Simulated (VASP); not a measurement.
NaMgF3: single point with LDA

NaMgF3:

```
Na Mg F
1.0
     3.95084    0.00000    0.00000
     0.00000    3.95084    0.00000
     0.00000    0.00000    3.95084
Na Mg F
1 1 3
Direct
  0.00000 0.00000 0.00000
  0.50000 0.50000 0.50000
  0.50000 0.50000 0.00000
  0.50000 0.00000 0.50000
  0.00000 0.50000 0.50000
```

The cell comes from a database or a generator and needn't be the stable form of this composition.

```yaml
Program: VASP 6.6.1
Task: single point
Functional: LDA
Potentials_or_basis: VASP PAW LDA potentials, release 64 (Na_pv, Mg, F)
Cutoff: 520 eV
k_mesh: 6 × 6 × 6
Occupations: gaussian, width 0.05 eV
Spin: no spin polarisation
```

| Property | Result |
| --- | --- |
| Pressure | -7.4 GPa |
| Band gap on the k mesh | 5.61 eV, indirect (least direct gap 6.06 eV) |

Levels at points of the mesh, in eV from the valence-band top:
| k point | band 12 | band 13 | band 14 | band 15 | band 16 | band 17 | band 18 | band 19 |
| --- | --- | --- | --- | --- | --- | --- | --- | --- |
| (0.00, 0.00, 0.00) | -0.65 | -0.45 | -0.45 | -0.45 | 5.61 | 12.85 | 13.10 | 13.10 |
| (0.50, 0.00, 0.00) | -1.05 | -0.86 | -0.53 | -0.53 | 8.56 | 8.95 | 14.40 | 14.40 |
| (0.50, 0.50, 0.00) | -1.19 | -1.04 | -1.04 | -0.01 | 10.13 | 10.72 | 10.72 | 12.62 |
| (0.50, 0.50, 0.50) | -1.18 | 0.00 | 0.00 | 0.00 | 9.92 | 12.43 | 12.43 | 12.43 |

It took 22 s on 1 thread of Intel(R) Xeon(R) 6975P-C (Granite Rapids) (shared host), peak memory 0.15 GiB.

A k mesh can miss the band edges. A hybrid or GW would open this gap; LDA tends to underestimate it.
